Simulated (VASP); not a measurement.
Output of a VASP run:

File OUTCAR:
```
 ion  position               nearest neighbor table
   1  0.000  0.000  0.000-  28 2.60  30 2.60  34 2.60  45 2.60
   2  0.000  0.000  0.333-  28 2.60  29 2.60  35 2.60  46 2.60
   3  0.000  0.000  0.667-  30 2.60  29 2.60  36 2.60  47 2.60
   4  0.000  0.333  0.000-  28 2.60  31 2.60  33 2.60  48 2.60
   5  0.000  0.333  0.333-  29 2.60  31 2.60  49 2.60  32 2.60
   6  0.000  0.333  0.667-  30 2.60  32 2.60  33 2.60  50 2.60
   7  0.000  0.667  0.000-  34 2.60  31 2.60  36 2.60  51 2.60
   8  0.000  0.667  0.333-  32 2.60  34 2.60  35 2.60  52 2.60
   9  0.000  0.667  0.667-  36 2.60  35 2.60  33 2.60  53 2.60
  10  0.333  0.000  0.000-  28 2.60  37 2.60  39 2.60  42 2.60
  11  0.333  0.000  0.333-  29 2.60  37 2.60  43 2.60  38 2.60
  12  0.333  0.000  0.667-  30 2.60  38 2.60  39 2.60  44 2.60
  13  0.333  0.333  0.000-  31 2.60  37 2.60  41 2.60  40 2.60
  14  0.337  0.330  0.332-  38 2.56  40 2.58  32 2.63
  15  0.332  0.337  0.665-  33 2.58  41 2.59  39 2.64
  16  0.333  0.667  0.000-  34 2.60  40 2.60  42 2.60  44 2.60
  17  0.334  0.665  0.336-  43 2.57  35 2.61  42 2.63
  18  0.333  0.667  0.667-  36 2.60  41 2.60  43 2.60  44 2.60
  19  0.667  0.000  0.000-  45 2.60  37 2.60  47 2.60  51 2.60
  20  0.667  0.000  0.333-  38 2.60  45 2.60  46 2.60  52 2.60
  21  0.667  0.000  0.667-  47 2.60  46 2.60  39 2.60  53 2.60
  22  0.667  0.333  0.000-  40 2.60  45 2.60  48 2.60  50 2.60
  23  0.668  0.333  0.332-  48 2.58  46 2.60  49 2.60
  24  0.667  0.333  0.667-  41 2.60  47 2.60  49 2.60  50 2.60
  25  0.667  0.667  0.000-  51 2.60  48 2.60  42 2.60  53 2.60
  26  0.667  0.667  0.333-  43 2.60  49 2.60  51 2.60  52 2.60
  27  0.667  0.667  0.667-  53 2.60  50 2.60  52 2.60  44 2.60
  28  0.083  0.083  0.083-   1 2.60   2 2.60   4 2.60  10 2.60
  29  0.083  0.083  0.417-   2 2.60   3 2.60   5 2.60  11 2.60
  30  0.083  0.083  0.750-   3 2.60   1 2.60   6 2.60  12 2.60
  31  0.083  0.417  0.083-   4 2.60   5 2.60   7 2.60  13 2.60
  32  0.083  0.417  0.417-   6 2.60   8 2.60   5 2.60  14 2.63
  33  0.083  0.417  0.750-  15 2.58   6 2.60   9 2.60   4 2.60
  34  0.083  0.750  0.083-   7 2.60   1 2.60   8 2.60  16 2.60
  35  0.083  0.750  0.417-   2 2.60   8 2.60   9 2.60  17 2.61
  36  0.083  0.750  0.750-   9 2.60   7 2.60   3 2.60  18 2.60
  37  0.417  0.083  0.083-  10 2.60  11 2.60  13 2.60  19 2.60
  38  0.417  0.083  0.417-  14 2.56  12 2.60  20 2.60  11 2.60
  39  0.417  0.083  0.750-  10 2.60  12 2.60  21 2.60  15 2.64
  40  0.417  0.417  0.083-  14 2.58  16 2.60  22 2.60  13 2.60
  41  0.417  0.417  0.750-  15 2.59  18 2.60  24 2.60  13 2.60
  42  0.417  0.750  0.083-  10 2.60  16 2.60  25 2.60  17 2.63
  43  0.417  0.750  0.417-  17 2.57  18 2.60  26 2.60  11 2.60
  44  0.417  0.750  0.750-  12 2.60  16 2.60  18 2.60  27 2.60
  45  0.750  0.083  0.083-  19 2.60   1 2.60  20 2.60  22 2.60
  46  0.750  0.083  0.417-   2 2.60  20 2.60  21 2.60  23 2.60
  47  0.750  0.083  0.750-  21 2.60  19 2.60   3 2.60  24 2.60
  48  0.750  0.417  0.083-  23 2.58  22 2.60   4 2.60  25 2.60
  49  0.750  0.417  0.417-  24 2.60  26 2.60   5 2.60  23 2.60
  50  0.750  0.417  0.750-   6 2.60  22 2.60  24 2.60  27 2.60
  51  0.750  0.750  0.083-  25 2.60  19 2.60   7 2.60  26 2.60
  52  0.750  0.750  0.417-   8 2.60  20 2.60  26 2.60  27 2.60
  53  0.750  0.750  0.750-  27 2.60  21 2.60  25 2.60   9 2.60
 Subroutine IBZKPT returns following result:
 Found      1 irreducible k-points:

 Following reciprocal coordinates:
            Coordinates               Weight
  0.000000  0.000000  0.000000      1.000000
   k-points           NKPTS =      1   k-points in BZ     NKDIM =      1   number of bands    NBANDS=    134
   number of dos      NEDOS =    301   number of ions     NIONS =     53
   total plane-waves  NPLWV = 262144
   dimension x,y,z NGX =    64 NGY =   64 NGZ =   64
   dimension x,y,z NGXF=   128 NGYF=  128 NGZF=  128
   ions per type =              27  26
   PREC   = normal    normal or accurate (medium, high low for compatibility)
   ISTART =      0    job   : 0-new  1-cont  2-samecut
   ICHARG =      2    charge: 1-file 2-atom 10-const
   ISPIN  =      2    spin polarized calculation?
   LNONCOLLINEAR =      F non collinear calculations
   LSORBIT =      F    spin-orbit coupling
   INIWAV =      1    electr: 0-lowe 1-rand  2-diag
   ENCUT  =  400.0 eV  29.40 Ry    5.42 a.u.  20.75 20.75 20.75*2*pi/ulx,y,z
   NELM   =    100;   NELMIN=  4; NELMDL= -5     # of ELM steps
   EDIFF  = 0.1E-04   stopping-criterion for ELM
   LREAL  =      T    real-space projection
   NLSPLINE    = F    spline interpolate recip. space projectors
   LMAXMIX     =    4 max onsite mixed and CHGCAR
   VOSKOWN=      0    Vosko Wilk Nusair interpolation
...
```

### OSZICAR
```
...
RMM:   4    -0.209410411036E+03    0.30325E-03   -0.41187E-03   543   0.138E-01    0.515E-02
RMM:   5    -0.209410534997E+03   -0.12396E-03   -0.13693E-03   614   0.687E-02    0.410E-02
RMM:   6    -0.209410545340E+03   -0.10343E-04   -0.21182E-04   570   0.288E-02    0.353E-02
RMM:   7    -0.209410550248E+03   -0.49076E-05   -0.63580E-05   483   0.151E-02
   2 F= -.20941055E+03 E0= -.20941055E+03  d E =-.645049E-01  mag=     1.0000
       N       E                     dE             d eps       ncg     rms          rms(c)
DAV:   1    -0.209416439520E+03   -0.58942E-02   -0.23332E-01   592   0.901E-01    0.332E-01
RMM:   2    -0.209417679922E+03   -0.12404E-02   -0.19863E-02   536   0.307E-01    0.861E-02
RMM:   3    -0.209417803212E+03   -0.12329E-03   -0.36677E-03   559   0.139E-01    0.526E-02
RMM:   4    -0.209417746272E+03    0.56940E-04   -0.77492E-04   540   0.612E-02    0.231E-02
RMM:   5    -0.209417770258E+03   -0.23987E-04   -0.27027E-04   598   0.309E-02    0.174E-02
RMM:   6    -0.209417772566E+03   -0.23077E-05   -0.43493E-05   399   0.134E-02
   3 F= -.20941777E+03 E0= -.20941777E+03  d E =-.717272E-01  mag=     1.0000
       N       E                     dE             d eps       ncg     rms          rms(c)
DAV:   1    -0.209417786441E+03   -0.16183E-04   -0.10896E-03   632   0.605E-02    0.241E-02
RMM:   2    -0.209417791607E+03   -0.51656E-05   -0.91234E-05   521   0.209E-02    0.685E-03
RMM:   3    -0.209417792033E+03   -0.42651E-06   -0.17865E-05   328   0.961E-03    0.453E-03
RMM:   4    -0.209417792124E+03   -0.90826E-07   -0.45465E-06   321   0.428E-03
   4 F= -.20941779E+03 E0= -.20941779E+03  d E =-.717468E-01  mag=     1.0000
       N       E                     dE             d eps       ncg     rms          rms(c)
DAV:   1    -0.209420548638E+03   -0.27566E-02   -0.73825E-02   576   0.499E-01    0.162E-01
RMM:   2    -0.209420969640E+03   -0.42100E-03   -0.51392E-03   536   0.159E-01    0.386E-02
RMM:   3    -0.209421049548E+03   -0.79909E-04   -0.94565E-04   553   0.735E-02    0.324E-02
RMM:   4    -0.209421048032E+03    0.15166E-05   -0.14827E-04   543   0.314E-02    0.206E-02
RMM:   5    -0.209421048181E+03   -0.14982E-06   -0.53500E-05   475   0.163E-02
   5 F= -.20942105E+03 E0= -.20942105E+03  d E =-.325606E-02  mag=     1.0000
       N       E                     dE             d eps       ncg     rms          rms(c)
DAV:   1    -0.209421639867E+03   -0.59184E-03   -0.16759E-01   576   0.751E-01    0.245E-01
RMM:   2    -0.209422610139E+03   -0.97027E-03   -0.11879E-02   536   0.241E-01    0.587E-02
RMM:   3    -0.209422806075E+03   -0.19594E-03   -0.22602E-03   559   0.112E-01    0.514E-02
RMM:   4    -0.209422801618E+03    0.44569E-05   -0.33820E-04   551   0.477E-02    0.333E-02
RMM:   5    -0.209422801858E+03   -0.23974E-06   -0.14236E-04   531   0.259E-02    0.112E-02
RMM:   6    -0.209422801888E+03   -0.29340E-07   -0.23575E-05   346   0.122E-02
   6 F= -.20942280E+03 E0= -.20942280E+03  d E =-.500976E-02  mag=     1.0000
       N       E                     dE             d eps       ncg     rms          rms(c)
DAV:   1    -0.209423568958E+03   -0.76710E-03   -0.39108E-02   592   0.374E-01    0.116E-01
RMM:   2    -0.209423798292E+03   -0.22933E-03   -0.29001E-03   536   0.120E-01    0.282E-02
RMM:   3    -0.209423849085E+03   -0.50793E-04   -0.59464E-04   570   0.559E-02    0.250E-02
RMM:   4    -0.209423846013E+03    0.30723E-05   -0.78740E-05   515   0.230E-02
   7 F= -.20942385E+03 E0= -.20942385E+03  d E =-.104413E-02  mag=     1.0000
```

OUTCAR:
```
------------------------ aborting loop because EDIFF is reached ----------------------------------------
  FORCE on cell =-STRESS in cart. coord.  units (eV):
  Direction    XX          YY          ZZ          XY          YZ          ZX
  --------------------------------------------------------------------------------------
  Total        9.4383724      9.3841690      9.4233519     -0.0451648      0.0633064     -0.0205078
  in kB       10.3733900     10.3138169     10.3568814     -0.0496390      0.0695779     -0.0225394
  external PRESSURE =      10.3480294 kB  Pullay stress =       0.0000000 kB
  volume of cell :     1457.76
      direct lattice vectors                 reciprocal lattice vectors
     0.000000000  8.999512757  8.999512757    -0.055558563  0.055558563  0.055558563
     8.999512757  0.000000000  8.999512757     0.055558563 -0.055558563  0.055558563
     8.999512757  8.999512757  0.000000000     0.055558563  0.055558563 -0.055558563
  FREE ENERGIE OF THE ION-ELECTRON SYSTEM (eV)
  ---------------------------------------------------
  free  energy   TOTEN  =      -209.4238460131 eV

  energy  without entropy=     -209.4238460131  energy(sigma->0) =     -209.42384601

 total charge

# of ion       s       p       d       tot
------------------------------------------
    1        1.159   1.375   0.224   2.758
    2        1.166   1.344   0.215   2.725
    3        1.160   1.376   0.224   2.759
    4        1.166   1.345   0.215   2.725
    5        1.166   1.346   0.215   2.727
    6        1.158   1.372   0.221   2.751
    7        1.160   1.376   0.224   2.759
    8        1.158   1.372   0.221   2.751
    9        1.158   1.374   0.221   2.753
   10        1.166   1.343   0.214   2.723
   11        1.166   1.345   0.215   2.725
   12        1.158   1.373   0.221   2.751
   13        1.166   1.345   0.215   2.725
   14        1.208   1.181   0.163   2.552
   15        1.208   1.175   0.162   2.545
   16        1.158   1.372   0.221   2.751
   17        1.208   1.175   0.162   2.545
   18        1.157   1.371   0.221   2.750
   19        1.160   1.376   0.224   2.760
   20        1.158   1.372   0.221   2.751
   21        1.158   1.373   0.221   2.752
   22        1.158   1.372   0.221   2.751
   23        1.208   1.179   0.163   2.550
   24        1.158   1.371   0.221   2.749
   25        1.158   1.374   0.221   2.753
   26        1.158   1.371   0.221   2.750
   27        1.161   1.372   0.223   2.755
   28        1.022   1.500   0.000   2.522
   29        1.022   1.500   0.000   2.522
   30        1.023   1.501   0.000   2.524
   31        1.022   1.500   0.000   2.522
   32        1.029   1.480   0.000   2.509
   33        1.029   1.479   0.000   2.508
   34        1.023   1.501   0.000   2.524
   35        1.029   1.480   0.000   2.509
   36        1.023   1.502   0.000   2.525
   37        1.022   1.500   0.000   2.522
   38        1.029   1.479   0.000   2.508
   39        1.029   1.479   0.000   2.508
   40        1.029   1.479   0.000   2.508
   41        1.029   1.480   0.000   2.509
   42        1.029   1.479   0.000   2.508
   43        1.029   1.479   0.000   2.508
   44        1.022   1.499   0.000   2.521
   45        1.023   1.501   0.000   2.524
   46        1.029   1.480   0.000   2.508
   47        1.023   1.501   0.000   2.524
   48        1.029   1.480   0.000   2.509
...
```
(Selected blocks of OUTCAR.)

POSCAR:
```
In27P26
1
   -0.0000000000     8.9995127568     8.9995127568
    8.9995127568    -0.0000000000     8.9995127568
    8.9995127568     8.9995127568    -0.0000000000
In P
27 26
Direct
  0.0000000000   0.0000000000   0.0000000000
  0.0000000000   0.0000000000   0.3333330000
  0.0000000000   0.0000000000   0.6666670000
  0.0000000000   0.3333330000   0.0000000000
  0.0000000000   0.3333330000   0.3333330000
  0.0000000000   0.3333330000   0.6666670000
  0.0000000000   0.6666670000   0.0000000000
  0.0000000000   0.6666670000   0.3333330000
  0.0000000000   0.6666670000   0.6666670000
  0.3333330000   0.0000000000   0.0000000000
  0.3333330000   0.0000000000   0.3333330000
  0.3333330000   0.0000000000   0.6666670000
  0.3333330000   0.3333330000   0.0000000000
  0.3367290000   0.3296850000   0.3320240000
  0.3316500000   0.3372900000   0.6650910000
  0.3333330000   0.6666670000   0.0000000000
  0.3343370000   0.6654410000   0.3364880000
  0.3333330000   0.6666670000   0.6666670000
  0.6666670000   0.0000000000   0.0000000000
  0.6666670000   0.0000000000   0.3333330000
  0.6666670000   0.0000000000   0.6666670000
  0.6666670000   0.3333330000   0.0000000000
  0.6676880000   0.3333540000   0.3317020000
  0.6666670000   0.3333330000   0.6666670000
  0.6666670000   0.6666670000   0.0000000000
  0.6666670000   0.6666670000   0.3333330000
  0.6666670000   0.6666670000   0.6666670000
  0.0833330000   0.0833330000   0.0833330000
  0.0833330000   0.0833330000   0.4166670000
  0.0833330000   0.0833330000   0.7500000000
  0.0833330000   0.4166670000   0.0833330000
  0.0833330000   0.4166670000   0.4166670000
  0.0833330000   0.4166670000   0.7500000000
  0.0833330000   0.7500000000   0.0833330000
  0.0833330000   0.7500000000   0.4166670000
  0.0833330000   0.7500000000   0.7500000000
  0.4166670000   0.0833330000   0.0833330000
  0.4166670000   0.0833330000   0.4166670000
  0.4166670000   0.0833330000   0.7500000000
  0.4166670000   0.4166670000   0.0833330000
  0.4166670000   0.4166670000   0.7500000000
  0.4166670000   0.7500000000   0.0833330000
  0.4166670000   0.7500000000   0.4166670000
  0.4166670000   0.7500000000   0.7500000000
  0.7500000000   0.0833330000   0.0833330000
  0.7500000000   0.0833330000   0.4166670000
  0.7500000000   0.0833330000   0.7500000000
  0.7500000000   0.4166670000   0.0833330000
  0.7500000000   0.4166670000   0.4166670000
  0.7500000000   0.4166670000   0.7500000000
  0.7500000000   0.7500000000   0.0833330000
  0.7500000000   0.7500000000   0.4166670000
  0.7500000000   0.7500000000   0.7500000000
```

Task: Reconstruct the remaining input files.

Result: This is not unique; one that fits is the input of the run itself, PBE GGA, plane waves, VASP's PBE PAW potentials (set 64).

KPOINTS:
```
Automatic mesh
0
Gamma
1 1 1
0 0 0
```

**INCAR**
```
EDIFF = 1E-5
PREC = Normal
ISPIN = 2
NELM = 100
LASPH = .TRUE.
LMAXMIX = 4
LREAL = Auto   ! projection in real space or not
GGA = PE   ! PBE
NUPDOWN = 1
LORBIT = 10
IBRION = 2   ! conjugate gradients
ISIF = 2   ! forces and stress, cell fixed
EDIFFG = -0.03   ! ionic stop
LWAVE = .FALSE.
SIGMA = 0.05   ! width (eV)
NELMIN = 4
ISMEAR = 0   ! Gaussian
ISYM = 0
LCHARG = .FALSE.
ALGO = Fast   ! Davidson, then RMM-DIIS
ENCUT = 400   ! plane-wave cut-off (eV)
NSW = 60   ! most ionic steps
SYSTEM = In27P26
```

POTCAR, in this order: In P (PBE.64 set). Program: vasp_gam. The INCAR's line for the spin-polarised start is left out here.

The supercell is sampled at Γ alone, which is coarse: total energies, pressure and levels can be off, energies of defects by several tenths of an eV. The run has a spin-polarised start.

The cell is a supercell with a defect, built from a database entry that may be metastable or hypothetical: vac_P.
